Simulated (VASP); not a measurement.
A run of VASP 6.6.1 is set up as follows.

The input INCAR:

```
PREC = Accurate
ENCUT = 520
EDIFF = 1E-6
ISMEAR = 0
SIGMA = 0.1
LREAL = False
LASPH = True
NELM = 60
ALGO = Fast
ISIF = 2
LWAVE = False
LCHARG = False
GGA = PS
NBANDS = 80
```

The input KPOINTS:

```
Automatic mesh
0
Gamma
  3 2 3
```

File POSCAR:

```
Sc12C
1.0
    6.6200000000      0.0000000000      0.0000000000
   -4.9650000000      8.5996320000      0.0000000000
    0.0000000000      0.0000000000      5.2761400000
Sc C
12 1
Direct
    0.0000369608     -0.0037701616     -0.0009630449
    0.1747107570      0.2305468841      0.4919627537
    0.0092959834      0.3362949186      0.0132797313
    0.1677013522      0.5508348022      0.4874173633
    0.0057366580      0.6730576124     -0.0069299721
    0.1721093723      0.8920104272      0.4954571704
    0.4962997515     -0.0021039354      0.0061540442
    0.6622782512      0.2168728070      0.5087807389
    0.5004477977      0.3393391474      0.0143790620
    0.6588494138      0.5538224040      0.4887538326
    0.4937462914      0.6599200236      0.0097470200
    0.6685074181      0.8941318152      0.5027739768
    0.3340871826      0.4452408952      1.2508337237
```

Potentials or basis: VASP PAW PBE potentials, release 64 (Sc_sv, C).

Run with:

```bash
$ cat potpaw_PBE.64/Sc_sv/POTCAR potpaw_PBE.64/C/POTCAR > POTCAR
$ mpirun -np 1 vasp_std > vasp.out
```

(1) What does it give for the band gap on the k mesh?

(2) Estimate the largest force.

## Answers

(1) none (metal or under the smearing width).

(2) 0.048 eV/Å.

Caveat: the k mesh is coarse (spacing up to 0.40 Å⁻¹), so the values aren't converged; the PAW data sets were made with another functional, which shifts forces and pressure a little.
